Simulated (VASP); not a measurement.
# LiPb (R-3m) in VASP: notebook

One crystal, LiPb, is run at these levels: LDA; tasks: single point.

Everything below comes from runs of VASP 6.6.1. Logs are shortened: lines on timing, memory, paths and dates and some standing lists are left out, and cuts for length are marked.

## 1. The structure

It takes space group R-3m (No. 166, trigonal). Conventional cell: a = 4.987 Å, b = 4.987 Å, c = 6.188 Å, α = 90.00°, β = 90.00°, γ = 120.00°. Li (site symmetry -3m) is surrounded by 8 Pb at 3.06 to 3.09 Å. Around Pb (site symmetry -3m) lie 8 Li at 3.06 to 3.09 Å.

## 2. Single point, LDA

INCAR reads:

```
SYSTEM = LiPb
ALGO     = Normal         ! electronic algorithm
EDIFF    = 1E-6           ! SCF threshold, eV
ENCUT    = 520            ! plane-wave cutoff, eV
ISIF     = 2              ! what is computed and relaxed
ISMEAR   = -1             ! smearing method
LASPH    = .TRUE.         ! aspherical terms in the spheres
LCHARG   = .FALSE.        ! write CHGCAR
LREAL    = .FALSE.        ! projectors in reciprocal space
LWAVE    = .FALSE.        ! write WAVECAR
NBANDS   = 16             ! bands
NELM     = 100            ! most SCF steps
PREC     = Accurate       ! precision mode
SIGMA    = 0.1            ! smearing width, eV
```

KPOINTS reads:

```
k-points
0
G
  7 7 7
  0 0 0
```

POSCAR reads:

```
LiPb
1.0
    2.4935000000      1.4396230000      2.0626670000
   -2.4935000000      1.4396230000      2.0626670000
    0.0000000000     -2.8792460000      2.0626670000
Li Pb
1 1
Direct
    0.5000000000      0.5000000000      0.5000000000
    0.0000000000      0.0000000000      0.0000000000
```

Potentials or basis: VASP PAW LDA potentials, release 64 (Li_sv, Pb_d).

Started as:

```sh
$ cat potpaw_LDA.64/Li_sv/POTCAR potpaw_LDA.64/Pb_d/POTCAR > POTCAR
$ mpirun -np 1 vasp_std > vasp.out
```

OUTCAR:

```text
SYSTEM = LiPb
   EDIFF = 1E-6
   ENCUT = 520
   ISIF = 2
   ISMEAR = -1
   LASPH = .TRUE.
   LREAL = .FALSE.
   NELM = 100
   PREC = Accurate

 ion  position               nearest neighbor table
   1  0.500  0.500  0.500-   2 3.06   2 3.06   2 3.06   2 3.06   2 3.06   2 3.06   2 3.09   2 3.09

   2  0.000  0.000  0.000-   1 3.06   1 3.06   1 3.06   1 3.06   1 3.06   1 3.06   1 3.09   1 3.09

  LATTYP: Found a trigonal (rhomboedric) cell.
 ALAT       =     3.5418431193
 COS(alpha) =     0.0087341113

  Lattice vectors:

 A1 = (   2.4935000000,   1.4396230000,   2.0626670000)
 A2 = (  -2.4935000000,   1.4396230000,   2.0626670000)
 A3 = (   0.0000000000,  -2.8792460000,   2.0626670000)

Analysis of symmetry for initial positions (statically):
=====================================================================
 Subroutine PRICEL returns:
 Original cell was already a primitive cell.

 Routine SETGRP: Setting up the symmetry group for a
 trigonal (rhombohedral) supercell.

 Subroutine GETGRP returns: Found 12 space group operations
 (whereof 12 operations were pure point group operations)
 out of a pool of 12 trial point group operations.

The static configuration has the point symmetry D_3d.

Analysis of symmetry for dynamics (positions and initial velocities):
=====================================================================
 Subroutine PRICEL returns:
 Original cell was already a primitive cell.

 Routine SETGRP: Setting up the symmetry group for a
 trigonal (rhombohedral) supercell.

 Subroutine GETGRP returns: Found 12 space group operations
 (whereof 12 operations were pure point group operations)
 out of a pool of 12 trial point group operations.

The dynamic configuration has the point symmetry D_3d.

 Subroutine INISYM returns: Found 12 space group operations
 (whereof 12 operations are pure point group operations),
 and found     1 'primitive' translations

----------------------------------------------------------------------------------------

                                     Primitive cell

  volume of cell :      44.4261

  direct lattice vectors                    reciprocal lattice vectors
     2.493500000  1.439623000  2.062667000     0.200521356  0.115771050  0.161603077
    -2.493500000  1.439623000  2.062667000    -0.200521356  0.115771050  0.161603077
     0.000000000 -2.879246000  2.062667000     0.000000000 -0.231542100  0.161603077

  length of vectors
     3.541842993  3.541842993  3.541843119     0.282360239  0.282360239  0.282360229

  position of ions in fractional coordinates (direct lattice)
     0.500000000  0.500000000  0.500000000
     0.000000000  0.000000000  0.000000000

  ion indices of the primitive-cell ions
   primitive index   ion index
                 1           1
                 2           2

----------------------------------------------------------------------------------------

 KPOINTS: k-points

Automatic generation of k-mesh.
 Grid dimensions read from file:
 generate k-points for:    7    7    7

 Generating k-lattice:

  Cartesian coordinates                     Fractional coordinates (reciprocal lattice)
     0.028645908  0.016538721  0.023086154     0.142857143  0.000000000 -0.000000000
    -0.028645908  0.016538721  0.023086154     0.000000000  0.142857143 -0.000000000
     0.000000000 -0.033077443  0.023086154    -0.000000000 -0.000000000  0.142857143

  Length of vectors
     0.040337177  0.040337177  0.040337176

  Shift w.r.t. Gamma in fractional coordinates (k-lattice)
     0.000000000  0.000000000  0.000000000

 Subroutine IBZKPT returns following result:
 ===========================================

 Found     44 irreducible k-points:

 Following reciprocal coordinates:
            Coordinates               Weight
  0.000000  0.000000  0.000000      1.000000
  0.142857  0.000000 -0.000000      6.000000
  0.285714 -0.000000 -0.000000      6.000000
  0.428571  0.000000 -0.000000      6.000000
  0.142857  0.142857 -0.000000      6.000000
  0.285714  0.142857  0.000000     12.000000
[... 16 lines left out ...]
  0.285714  0.285714  0.142857      6.000000
  0.428571  0.285714  0.142857     12.000000
 [... further k-points ...]
   k-points           NKPTS =     44   k-points in BZ     NKDIM =     44   number of bands    NBANDS=     16
   number of dos      NEDOS =    301   number of ions     NIONS =      2
   total plane-waves  NPLWV =  21952
   dimension x,y,z NGX =    28 NGY =   28 NGZ =   28
   dimension x,y,z NGXF=    56 NGYF=   56 NGZF=   56
   ions per type =               1   1
   NGX,Y,Z   is equivalent  to a cutoff of  13.14, 13.14, 13.14 a.u.
   NGXF,Y,Z  is equivalent  to a cutoff of  26.29, 26.29, 26.29 a.u.
 SYSTEM =  LiPb
   PREC   = accura    normal or accurate (medium, high low for compatibility)
   ISTART =      0    job   : 0-new  1-cont  2-samecut
   ICHARG =      2    charge: 1-file 2-atom 10-const
   ISPIN  =      1    spin polarized calculation?
   LNONCOLLINEAR =      F non collinear calculations
   LSORBIT =      F    spin-orbit coupling
   LASPH  =      T    aspherical Exc in radial PAW
   ENCUT  =  520.0 eV  38.22 Ry    6.18 a.u.   6.59  6.59  6.59*2*pi/ulx,y,z
   NELM   =    100;   NELMIN=  2; NELMDL= -5     # of ELM steps
   EDIFF  = 0.1E-05   stopping-criterion for ELM
   LREAL  =      F    real-space projection
   EDIFFG = 0.1E-04   stopping-criterion for IOM
   NSW    =      0    number of steps for IOM
   IBRION =     -1    ionic relax: 0-MD 1-quasi-New 2-CG
   NFREE  =      0    steps in history (QN), initial steepest desc. (CG)
   ISIF   =      2    stress and relaxation
   ISYM   =      2    0-nonsym 1-usesym 2-fastsym
   POTIM  = 0.5000    time-step for ionic-motion
   TEBEG  =    0.0;   TEEND  =   0.0 temperature during run
   PSTRESS=    0.0 pullay stress
   NELECT =      17.0000    total number of electrons
   NUPDOWN=      -1.0000    fix difference up-down
   EMIN   =  10.00;   EMAX   =-10.00  energy-range for DOS
   EFERMI =   0.00;   METHOD = LEGACY
   ISMEAR =    -1;   SIGMA  =   0.10  broadening in eV -4-tet -1-fermi 0-gaus
   EFERMI_NEDOS =   21; number of points for ismear=-14 and -15
   IALGO  =     38    algorithm
   IMIX   =      4    mixing-type and parameters
     AMIX     =   0.40;   BMIX     =  1.00
     AMIX_MAG =   1.60;   BMIX_MAG =  1.00
  volume/ion in A,a.u.               =      22.21       149.90
  Fermi-wavevector in a.u.,A,eV,Ry     =   1.188534  2.246004 19.219770  1.412613
  Thomas-Fermi vector in A             =   2.324661
   LORBIT       =      0    0 simple, 1 ext, 2 COOP (PROOUT), +10 PAW based schemes
   GGA     = CA    functional components
   LHFCALC =     F    Hartree Fock is set to
   AEXX    =    0.0000 exact exchange contribution
   IVDW    =     0    specifies the selected vdW correction
   LEPSILON=     F    determine dielectric tensor
   LRPA    =     F    only Hartree local field effects (RPA)
 non-spin polarized calculation
  energy-cutoff  :      520.00
  volume of cell :       44.43
 maximum number of plane-waves:      1220
   NGX = 13   NGY = 13   NGZ = 13

 number of electron      17.0000014 magnetization

 Free energy of the ion-electron system (eV)
  ---------------------------------------------------
  ext. energy  EPLUGINS =         0.00000000
  ---------------------------------------------------
  free energy    TOTEN  =        -6.98083325 eV

  energy without entropy =       -6.96368320  energy(sigma->0) =       -6.97225822

 E-fermi :   5.1428     XC(G=0):  -9.6790

 val. band max:        4.9462237937   @ k =   0.2857   0.2857   0.2857
 cond. band min:       5.2812746370   @ k =  -0.2857   0.4286   0.2857
 fundamental gap:      0.3350508432
 Fermi energy:         5.1428290367

 k-point     1 :       0.0000    0.0000    0.0000
  band No.  band energies     occupation
      1     -40.3903      2.00000
      2     -11.4985      2.00000
      3     -11.4985      2.00000
      4     -11.2548      2.00000
      5     -11.2548      2.00000
      6     -11.2530      2.00000
[... 8 lines left out ...]
     15      17.9530      0.00000
     16      17.9530      0.00000

 k-point     2 :       0.1429    0.0000   -0.0000
  band No.  band energies     occupation
      1     -40.3900      2.00000
      2     -11.4958      2.00000
      3     -11.4573      2.00000
      4     -11.2695      2.00000
      5     -11.2682      2.00000
      6     -11.2529      2.00000
[... 8 lines left out ...]
     15      16.8193      0.00000
     16      17.2356      0.00000

 k-point     3 :       0.2857   -0.0000   -0.0000
  band No.  band energies     occupation
      1     -40.3895      2.00000
      2     -11.4897      2.00000
      3     -11.3655      2.00000
      4     -11.3023      2.00000
      5     -11.3007      2.00000
      6     -11.2501      2.00000
[... 8 lines left out ...]
     15      15.6553      0.00000
     16      16.7503      0.00000

 k-point     4 :       0.4286    0.0000   -0.0000
  band No.  band energies     occupation
      1     -40.3890      2.00000
      2     -11.4849      2.00000
      3     -11.3283      2.00000
      4     -11.3267      2.00000
      5     -11.2927      2.00000
      6     -11.2477      2.00000
[... 8 lines left out ...]
     15      14.9738      0.00000
     16      15.1167      0.00000
[... 324 lines left out ...]
 k-point    22 :      -0.1429    0.1429    0.1429
  band No.  band energies     occupation
      1     -40.3895      2.00000
      2     -11.4319      2.00000
      3     -11.4317      2.00000
      4     -11.2846      2.00000
      5     -11.2824      2.00000
      6     -11.2812      2.00000
[... 8 lines left out ...]
     15      15.3143      0.00000
     16      15.3793      0.00000

 k-point    23 :       0.2857    0.2857    0.1429
  band No.  band energies     occupation
      1     -40.3884      2.00000
      2     -11.3788      2.00000
      3     -11.3555      2.00000
      4     -11.3141      2.00000
      5     -11.3135      2.00000
      6     -11.2793      2.00000
[... 8 lines left out ...]
     15      17.3842      0.00000
     16      18.5571      0.00000

 k-point    24 :       0.4286    0.2857    0.1429
  band No.  band energies     occupation
      1     -40.3880      2.00000
      2     -11.3867      2.00000
      3     -11.3643      2.00000
      4     -11.3403      2.00000
      5     -11.3106      2.00000
      6     -11.2103      2.00000
[... 8 lines left out ...]
     15      17.4933      0.00000
     16      18.7323      0.00000

 [... further k-points ...]

------------------------ aborting loop because EDIFF is reached ----------------------------------------

  FORCE on cell =-STRESS in cart. coord.  units (eV):
  Direction    XX          YY          ZZ          XY          YZ          ZX
  --------------------------------------------------------------------------------------
  -------------------------------------------------------------------------------------
  Total       -0.6047317     -0.6047318     -0.7291139     -0.0000000      0.0000000      0.0000000
  in kB      -21.8089528    -21.8089560    -26.2946545     -0.0000000      0.0000000      0.0000000
  external PRESSURE =     -23.3041877 kB  Pullay stress =       0.0000000 kB

 VOLUME and BASIS-vectors are now :
 -----------------------------------------------------------------------------
  energy-cutoff  :      520.00
  volume of cell :       44.43
      direct lattice vectors                 reciprocal lattice vectors
     2.493500000  1.439623000  2.062667000     0.200521356  0.115771050  0.161603077
    -2.493500000  1.439623000  2.062667000    -0.200521356  0.115771050  0.161603077
     0.000000000 -2.879246000  2.062667000     0.000000000 -0.231542100  0.161603077

 POSITION                                       TOTAL-FORCE (eV/Angst)
 -----------------------------------------------------------------------------------
      0.00000      0.00000      3.09400         0.000000      0.000000      0.000000
      0.00000      0.00000      0.00000        -0.000000     -0.000000     -0.000000
 -----------------------------------------------------------------------------------
    total drift:                               -0.000000     -0.000000      0.000000

  FREE ENERGIE OF THE ION-ELECTRON SYSTEM (eV)
  ---------------------------------------------------
  free  energy   TOTEN  =        -6.9808332454 eV

  energy  without entropy=       -6.9636832027  energy(sigma->0) =       -6.97225822
```

Wall time 8.3 s (1 thread of Intel Xeon 6975P-C (Granite Rapids), shared host); peak memory 0.15 GiB.

What came out:

```
Free energy            : -6.9808 eV
Band gap on the k mesh : none (metal or under the smearing width)
```

Caveat: the cutoff is under 1.25 times the usual one of these potentials, so pressure, stress and relaxed cells hold a basis-set (Pulay) error. The run has no spin-orbit coupling, so splittings on Pb are missing.

## 3. Single point, LDA

This run uses another cell than the first one, of 23.40 Å³/atom, 1.053 times its volume.

INCAR reads:

```
PREC     = Accurate       # precision mode
ENCUT    = 520            # plane-wave cutoff, eV
EDIFF    = 1E-6           # SCF threshold, eV
ISMEAR   = -1             # smearing method
SIGMA    = 0.1            # smearing width, eV
LREAL    = F              # projectors in reciprocal space
LASPH    = T              # aspherical terms in the spheres
NELM     = 100            # most SCF steps
ALGO     = Normal         # electronic algorithm
ISIF     = 2              # what is computed and relaxed
LWAVE    = F              # write WAVECAR
LCHARG   = F              # write CHGCAR
GGA      = CA             # functional
NBANDS   = 16             # bands
```

KPOINTS reads:

```
Automatic mesh
0
Gamma
  7 7 7
```

POSCAR reads:

```
LiPb
1.0
    2.5370633709      1.4647743257      2.0987033856
   -2.5370633709      1.4647743257      2.0987033856
    0.0000000000     -2.9295486515      2.0987033856
Li Pb
1 1
Direct
    0.5000000000      0.5000000000      0.5000000000
    0.0000000000      0.0000000000      0.0000000000
```

Potentials or basis: VASP PAW LDA potentials, release 64 (Li_sv, Pb_d).

Started as:

```sh
$ cat potpaw_LDA.64/Li_sv/POTCAR potpaw_LDA.64/Pb_d/POTCAR > POTCAR
$ mpirun -np 1 vasp_std > vasp.out
```

It took 8.4 s on 1 thread of Intel Xeon 6975P-C (Granite Rapids), shared host; peak memory 0.16 GiB.

The run converged. Its results:

- Free energy: -6.9362 eV
- Band gap on the k mesh: none (metal or under the smearing width)

Levels at points of the mesh, in eV from the Fermi level:
```csv
k point,band 7,band 8,band 9,band 10,band 11,band 12
"(0.00, 0.00, 0.00)",-10.04,2.33,2.33,2.42,5.21,6.58
```

Caveat: the cutoff is under 1.25 times the usual one of these potentials, so pressure, stress and relaxed cells hold a basis-set (Pulay) error. Spin-orbit coupling is left out, which matters for the levels of Pb.

(Part 1 of 2 ends here.)
